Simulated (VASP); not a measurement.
All values below come from revTPSS meta-GGA, VASP's PBE PAW potentials (set 64) (plane waves; VASP).

VASP input:

File POSCAR:
```
CsPbBr3
1
    5.9754970311     0.0000000000     0.0000000000
    0.0000000000     5.9754970311     0.0000000000
    0.0000000000     0.0000000000     5.9754970311
Cs Pb Br
1 1 3
Direct
  0.0000000000   0.0000000000   0.0000000000
  0.5000000000   0.5000000000   0.5000000000
  0.5000000000   0.0000000000   0.5000000000
  0.0000000000   0.5000000000   0.5000000000
  0.5000000000   0.5000000000   0.0000000000
```

**INCAR**
```
# general
SYSTEM =CsPbBr3
PREC   =Accurate
ENCUT  =520
LREAL  =F
LASPH  =T

# electronic loop
EDIFF  =1E-7
NELM   =100
ALGO   =Normal
LMAXMIX=4
LMIXTAU=T

# smearing
ISMEAR =0
SIGMA  =0.05

# functional
METAGGA=RTPSS

# ions
ISIF   =2

# output
LWAVE  =F
LCHARG =F
```

File KPOINTS:
```
Automatic mesh
0
Gamma
4 4 4
0 0 0
```

POTCAR, in this order: Cs_sv Pb_d Br (PBE.64 set). Program: vasp_std.

Unless said otherwise, spin-orbit coupling is left out, though it shifts the bands of the heavy elements here.

Predict the energy per atom (σ→0), band gap (on the k-mesh).

```yaml
energy per atom (σ→0): 14.631 eV/atom
band gap (on the k-mesh): 1.86 eV
```

OSZICAR:
```
...
DAV:  14     0.731536855796E+02   -0.10853E-02   -0.49192E-04   538   0.241E-01    0.130E-02
DAV:  15     0.731535664167E+02   -0.11916E-03   -0.10751E-04   574   0.953E-02    0.550E-03
DAV:  16     0.731535229502E+02   -0.43467E-04   -0.13662E-05   650   0.401E-02    0.376E-03
DAV:  17     0.731535159180E+02   -0.70321E-05   -0.16886E-05   544   0.268E-02    0.172E-03
DAV:  18     0.731535114433E+02   -0.44748E-05   -0.27926E-06   584   0.133E-02    0.703E-04
DAV:  19     0.731535107770E+02   -0.66632E-06   -0.27414E-07   512   0.446E-03    0.353E-04
DAV:  20     0.731535107693E+02   -0.76925E-08   -0.17871E-07   428   0.314E-03
   1 F= 0.73153511E+02 E0= 0.73153511E+02  d E =-.137190E-12
```

The compound is CsPbBr3 in the cubic perovskite structure, the ideal cubic form; the compound distorts at low or room temperature. It was relaxed first, which changed the volume by +5 %.
